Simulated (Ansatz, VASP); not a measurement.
# In14Ga20O51 (partly crystallised 41In2O3-59Ga2O3 (mol %)) in two plane-wave programs, part 3 of 3

One calculation is typed for both programs; each brings its own data sets. How far apart do they land? Of the first pair: The cell is taken from a series of runs on this material, whose earlier steps may have relaxed, scaled, displaced or heated it; both programs get it as it stands.

VASP 6.6.1 and Ansatz 0.2.0.

So far. Step 2 (VASP: single point, PBE, pair 1): The run ends at a pressure of 0.33 GPa, with forces up to 0.066 eV/Å. Step 6 (VASP: single point, PBE, start cell, pair 2): The run ends at a pressure of 11.85 GPa, with forces up to 0.71 eV/Å.

## 9. VASP: single point, PBE, start cell, pair 3

Level of this step: PBE; plane waves and PAW (In_d, Ga_d, O) (VASP).

The same cell, functional, mesh and smearing now go to VASP, with its own data sets.

File INCAR:

```
SYSTEM = In14Ga20O51
PREC = Accurate
ENCUT = 520
EDIFF = 1E-06
NELM = 120
ISMEAR = 0
SIGMA = 0.025
LREAL = Auto
ALGO = Normal
GGA = PE
NBANDS = 440
LORBIT = 11
LWAVE = .FALSE.
LCHARG = .FALSE.
ISIF = 2
LASPH = .TRUE.
GGA_COMPAT = .FALSE.
EFERMI = MIDGAP
NCORE = 2
```

File POSCAR:

```
In14Ga20O51
1.0
   10.1332800000      0.1530700000     -0.0644600000
    0.1530700000     10.0739300000     -0.2175100000
   -0.0644600000     -0.2175100000      9.9899000000
In Ga O
14 20 51
Direct
    0.1285553829      0.1697405189      0.0879595332
    0.5430614432      0.9229374883      0.4571471059
    0.2553257712      0.6849892846      0.3356940829
    0.2828194216      0.7798764369      0.6928959713
    0.2311507083      0.0138274989      0.3309249936
    0.7652756449      0.7842399935      0.6933912961
    0.0096587963      0.8905232680      0.5505380757
    0.2803973327      0.1232514520      0.6346692995
    0.3473915624      0.8570254415      0.0201808290
    0.5322248476      0.1433790746      0.1602612235
    0.0085811867      0.6592669260      0.8791429636
    0.4902436052      0.3274012084      0.8531030480
    0.2632642090      0.3485393789      0.3239352557
    0.7440928832      0.4406338570      0.6740514417
    0.7869553292      0.8810271333      0.0402966348
    0.5682556465      0.2712385635      0.4593866664
    0.2678411333      0.4190892160      0.6090472512
    0.2638026219      0.5208478025      0.9046231016
    0.4767363490      0.5232082368      0.1270616772
    0.5544483558      0.6810765250      0.8615081929
    0.7579129205      0.4704096074      0.9920793862
    0.5362611058      0.6169370253      0.5060268234
    0.0493039391      0.9816105469      0.8589163297
    0.7769954396      0.0900570601      0.6577316527
    0.7886599100      0.1964191474      0.9738996533
    0.0252754810      0.8307327250      0.1890130965
    0.9951980208      0.5801218533      0.5587876524
    0.7487387484      0.3845453458      0.2597229360
    0.0106226703      0.3055939474      0.7914948575
    0.9752525939      0.2460010354      0.4927549292
    0.8551300438      0.0673396433      0.2913411274
    0.5501642326      0.0048647055      0.8363769115
    0.9939659084      0.5039569301      0.1594096752
    0.7867044922      0.6900554138      0.3323561722
    0.1105341513      0.3613561573      0.1797439023
    0.1990268070      0.0009089385      0.9747672120
    0.8377299370      0.8189663614      0.2158113139
    0.8424596536      0.3352688667      0.1008247611
    0.6089663517      0.2599055164      0.0063650307
    0.8911197823      0.5883704232      0.0299120143
    0.1099158918      0.8428920416      0.3758919135
    0.3124472487      0.1671890934      0.2095422026
    0.1017952031      0.6571168875      0.1831240766
    0.9708096591      0.8546208834      0.9898064024
    0.4406839933      0.8417918656      0.8133319291
    0.6149783871      0.7341741530      0.3882753308
    0.0321582692      0.0260298337      0.2149105267
    0.1439271997      0.1856205347      0.4416312345
    0.3692953441      0.4144225376      0.0109956880
    0.8328647814      0.3487827694      0.8445580240
    0.9947160603      0.1596103843      0.9225554062
    0.8548105506      0.0071412687      0.4642843658
    0.3495921466      0.9762576025      0.5018749438
    0.3674090314      0.4895176972      0.7475808747
    0.7251102336      0.0753112370      0.8435141045
    0.7707637312      0.0556322347      0.1191487400
    0.8723811696      0.6087049843      0.7300206320
    0.6556690100      0.5257128215      0.1496824012
    0.1697607526      0.4988422406      0.4730223480
    0.9397982269      0.4114033741      0.5788410036
    0.5805787921      0.3172303533      0.2796449297
    0.6412943245      0.9508718406      0.6417143281
    0.1636856855      0.9638083251      0.6997056155
    0.5806500701      0.0886972022      0.3609466793
    0.3832796910      0.3035154533      0.5032506687
    0.9115644797      0.9236627493      0.7325964555
    0.9438276340      0.1731197429      0.6572933067
    0.8707110260      0.5235064115      0.3054879340
    0.4360664173      0.1425542414      0.7757350739
    0.5097821113      0.9880253468      0.0217485609
    0.6981569756      0.7946606396      0.9053493863
    0.8520716281      0.2453451931      0.3527051893
    0.3764171858      0.5213316158      0.2798785465
    0.6317625254      0.4616019849      0.4930806575
    0.0970294487      0.7066531947      0.6483707199
    0.6227602631      0.4965476210      0.8611644961
    0.4548502580      0.6696331379      0.0159132275
    0.2158298638      0.7026688169      0.8954694128
    0.8784276005      0.7185078818      0.4954209844
    0.6653289611      0.2415282643      0.6164347909
    0.3718438810      0.6968197776      0.5159845771
    0.1814376444      0.2920334897      0.7052438638
    0.3247787737      0.8503511575      0.2270788617
    0.6019011349      0.6640524815      0.6760664874
    0.0929273239      0.4598685955      0.8850555174
```

File KPOINTS:

```
Automatic mesh
0
Gamma
1 1 1
0 0 0
```

PAW data sets: In_d, Ga_d and O (PBE family, release 64).

Command:

```
$ mpirun -np 8 vasp_gam
```

Numbers of over 12 decimals in the logs are rounded to 6 here.

Log:

```text
[... set-up lines as in an earlier step ...]
 entering main loop
       N       E                     dE             d eps       ncg     rms          rms(c)
DAV:   1     0.205139161743E+05    0.20514E+05   -0.28299E+05   888   0.328E+03
DAV:   2     0.523024556867E+04   -0.15284E+05   -0.14424E+05   880   0.990E+02
DAV:   3     0.378905248967E+03   -0.48513E+04   -0.45712E+04  1064   0.401E+02
DAV:   4    -0.478193506623E+03   -0.85710E+03   -0.82985E+03  1016   0.173E+02
[...]
DAV:  21    -0.481087422751E+03    0.25106E-06   -0.14735E-05   856   0.256E-02    0.916E-03
DAV:  22    -0.481087420984E+03    0.17675E-05   -0.45977E-06   856   0.663E-02    0.325E-03
DAV:  23    -0.481087421275E+03   -0.29107E-06   -0.62192E-06   848   0.212E-02
   1 F= -.48108742E+03 E0= -.48108742E+03  d E =0.000000E+00
```

Parts of OUTCAR (step 9):

```text
  FREE ENERGIE OF THE ION-ELECTRON SYSTEM (eV)
  ---------------------------------------------------
  free  energy   TOTEN  =      -481.0874212749 eV

  energy  without entropy=     -481.0874212749  energy(sigma->0) =     -481.08742127

[... 1 part as in an earlier step ...]
```

The run ends at a pressure of 5.72 GPa, with forces up to 0.36 eV/Å.

## 10. Differences

Forces on 9 of the 85 atoms, those with the largest forces and the largest differences (eV/Å; atoms numbered as in POSCAR):

```csv
atom,"Ansatz x, y, z","VASP x, y, z"
In12,"-0.002, 0.014, -0.211","-0.001, 0.011, -0.276"
Ga15,"-0.117, 0.024, 0.008","-0.170, 0.017, -0.021"
O38,"0.275, -0.092, 0.061","0.332, -0.109, 0.084"
O40,"-0.077, 0.240, 0.002","-0.093, 0.270, 0.008"
O49,"-0.090, -0.248, 0.170","-0.115, -0.273, 0.193"
O54,"0.245, 0.175, -0.031","0.290, 0.187, -0.049"
O58,"0.121, 0.197, 0.108","0.111, 0.238, 0.132"
O59,"-0.133, 0.127, -0.155","-0.138, 0.149, -0.194"
O61,"-0.189, 0.097, -0.130","-0.221, 0.120, -0.153"
```

The forces differ by 18 meV/Å r.m.s., which is 17.6 % of the r.m.s. force of 0.102 eV/Å (both taken over all components).

## 11. Summary of results

```yaml
r_m_s_force_difference_single_point_pbe_pair_1: 17 meV/Å
r_m_s_force_difference_single_point_pbe_start_cell_pair_2: 18 meV/Å
r_m_s_force_difference_single_point_pbe_start_cell_pair_3: 18 meV/Å
```

**Reading.** The r.m.s. force difference is 18 meV/Å (single point, PBE, start cell, pair 3), beyond the 12 meV/Å picked in this series as the mark of a large difference. What causes the difference of the single point, PBE, pair 1 pair stays open here. What causes the difference of the single point, PBE, start cell, pair 2 pair stays open here. What causes the difference of the single point, PBE, start cell, pair 3 pair stays open here. 2 further pairs of this series are not shown here. How closely two codes agree says nothing of how well the functional describes the real material.

[Lines on the potential files, build, host, timing and source positions are cut from VASP's logs without a mark.]

[Logs are printed without paths, hosts, clocks, repeated set-up lines and the standing remarks that a program may print on its own settings, such as how far it seeks lower states.]

[Hosts, paths, dates, database ids (printed as entryN), source tags and the programs' standing remarks are cut or masked in the printed files.]
